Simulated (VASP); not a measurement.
Output of a VASP run:

File OSZICAR:
```
       N       E                     dE             d eps       ncg     rms          rms(c)
DAV:   1     0.562602960443E+02    0.56260E+02   -0.42527E+03   846   0.909E+02
DAV:   2     0.408778746020E+00   -0.55852E+02   -0.54871E+02   991   0.150E+02
DAV:   3    -0.185649374503E+01   -0.22653E+01   -0.22498E+01  1141   0.349E+01
DAV:   4    -0.189977511863E+01   -0.43281E-01   -0.43178E-01  1265   0.398E+00
DAV:   5    -0.190059612464E+01   -0.82101E-03   -0.82032E-03  1275   0.326E-01    0.173E+00
DAV:   6    -0.189933062074E+01    0.12655E-02   -0.29205E-03  1089   0.650E-01    0.103E+00
DAV:   7    -0.189921917711E+01    0.11144E-03   -0.70831E-03   970   0.106E+00    0.449E-02
DAV:   8    -0.189942409932E+01   -0.20492E-03   -0.38548E-04  1339   0.127E-01    0.254E-02
DAV:   9    -0.189943046311E+01   -0.63638E-05   -0.92747E-06  1035   0.290E-02    0.780E-03
DAV:  10    -0.189943169045E+01   -0.12273E-05   -0.25280E-06  1293   0.118E-02    0.263E-03
DAV:  11    -0.189943179610E+01   -0.10565E-06   -0.51691E-07   961   0.898E-03    0.774E-04
DAV:  12    -0.189943164084E+01    0.15526E-06   -0.33277E-08   569   0.175E-03    0.860E-05
DAV:  13    -0.189943164325E+01   -0.24113E-08   -0.42914E-09   513   0.484E-04
   1 F= -.20222981E+01 E0= -.20220345E+01  d E =-.790928E-03
```

### OUTCAR
```
------------------------ aborting loop because EDIFF is reached ----------------------------------------
 Edisp (eV)   -0.12287
  FORCE on cell =-STRESS in cart. coord.  units (eV):
  Direction    XX          YY          ZZ          XY          YZ          ZX
  --------------------------------------------------------------------------------------
  Total       0.09203     0.09203     0.09203     0.00000    -0.00000     0.00000
  in kB       2.46497     2.46497     2.46497     0.00000    -0.00000     0.00000
  external pressure =        2.46 kB  Pullay stress =        0.00 kB
  volume of cell :       59.82
      direct lattice vectors                 reciprocal lattice vectors
    -2.463724165  2.463724165  2.463724165     0.000000000  0.202944797  0.202944797
     2.463724165 -2.463724165  2.463724165     0.202944797  0.000000000  0.202944797
     2.463724165  2.463724165 -2.463724165     0.202944797  0.202944797  0.000000000
 POSITION                                       TOTAL-FORCE (eV/Angst)
 -----------------------------------------------------------------------------------
      0.00000      0.00000      0.00000         0.000000      0.000000     -0.000000
 -----------------------------------------------------------------------------------
    total drift:                                0.000000      0.000000     -0.000000
  FREE ENERGIE OF THE ION-ELECTRON SYSTEM (eV)
  ---------------------------------------------------
  free  energy   TOTEN  =        -2.0222981155 eV

  energy  without entropy=       -2.0215071878  energy(sigma->0) =       -2.02203447
```
(Selected blocks of OUTCAR.)

File POSCAR:
```
Ba
1
   -2.4637241653     2.4637241653     2.4637241653
    2.4637241653    -2.4637241653     2.4637241653
    2.4637241653     2.4637241653    -2.4637241653
Ba
1
Direct
  0.0000000000   0.0000000000   0.0000000000
```

Q: Reconstruct the remaining input files.

A: Several could match; the one computed here: the input of the run itself, PBE GGA with D3 dispersion (zero damping), plane waves, VASP's PBE PAW potentials (set 64).

KPOINTS:
```
Automatic mesh
0
Gamma
10 10 10
0 0 0
```

### INCAR
```
GGA = PE
ENCUT = 520   ! plane-wave cut-off (eV)
ISMEAR = 1   ! Methfessel-Paxton
ALGO = Normal   ! blocked Davidson
SYSTEM = Ba
LMAXMIX = 4   ! l cut-off of mixed one-centre charges
LREAL = .FALSE.
NELM = 100   ! most electronic steps
IVDW = 11
LASPH = .TRUE.   ! aspherical one-centre terms
LCHARG = .FALSE.
SIGMA = 0.1   ! width (eV)
ISIF = 2
LWAVE = .FALSE.
EDIFF = 1E-7   ! SCF stop (eV)
PREC = Accurate
```

POTCAR, in this order: Ba_sv (PBE.64 set). Program: vasp_std.

The compound is Ba in the bcc structure. This cell is one point of a volume scan, at 0.97 of the reference volume.
